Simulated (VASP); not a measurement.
Consider the following.

```xyz
2
Lattice="2.8382 0.0000 0.0000 0.0000 2.8382 0.0000 0.0000 0.0000 2.8382" Properties=species:S:1:pos:R:3 pbc="T T T"
Cr     0.0000     0.0000     0.0000
Cr     1.4191     1.4191     1.4191
```
Starting moments (μB, in the order of the record's atoms Cr Cr): 0.9 -0.9.

Method: PBE GGA with D4 dispersion, VASP's PBE PAW potentials (set 64) (plane waves; VASP). Run with 520 eV cut-off, Gaussian smearing of 0.050 eV, potentials Cr_pv.

Q: Give the spin-up energies of bands 7 to 15 at the high-symmetry points, in eV from the Fermi level.

A: 
```csv
band,Γ,X,M,R
7,-7.84,-4.03,-4.48,-2.57
8,-4.32,-3.81,-4.37,-2.57
9,-4.32,-2.06,-2.44,-2.57
10,-0.89,-1.44,-2.44,-1.98
11,-0.89,-0.74,1.17,-1.98
12,-0.89,-0.74,1.19,-1.98
13,1.28,0.11,1.19,1.30
14,1.28,0.11,1.24,1.30
15,2.66,0.31,1.37,2.05
```

Q: Give the spin-down energies of bands 7 to 15 at the high-symmetry points, in eV from the Fermi level.

A: 
```json
[
 {"band": "7", "Γ": "-7.84", "X": "-4.03", "M": "-4.48", "R": "-2.57"},
 {"band": "8", "Γ": "-4.32", "X": "-3.81", "M": "-4.37", "R": "-2.57"},
 {"band": "9", "Γ": "-4.32", "X": "-2.06", "M": "-2.44", "R": "-2.57"},
 {"band": "10", "Γ": "-0.89", "X": "-1.44", "M": "-2.44", "R": "-1.98"},
 {"band": "11", "Γ": "-0.89", "X": "-0.74", "M": "1.17", "R": "-1.98"},
 {"band": "12", "Γ": "-0.89", "X": "-0.74", "M": "1.19", "R": "-1.98"},
 {"band": "13", "Γ": "1.28", "X": "0.11", "M": "1.19", "R": "1.30"},
 {"band": "14", "Γ": "1.28", "X": "0.11", "M": "1.24", "R": "1.30"},
 {"band": "15", "Γ": "2.66", "X": "0.31", "M": "1.37", "R": "2.05"}
]
```

It has no gap at this level: it comes out as a metal or semimetal.

The compound is Cr in the bcc, AFM order structure. It was relaxed first.
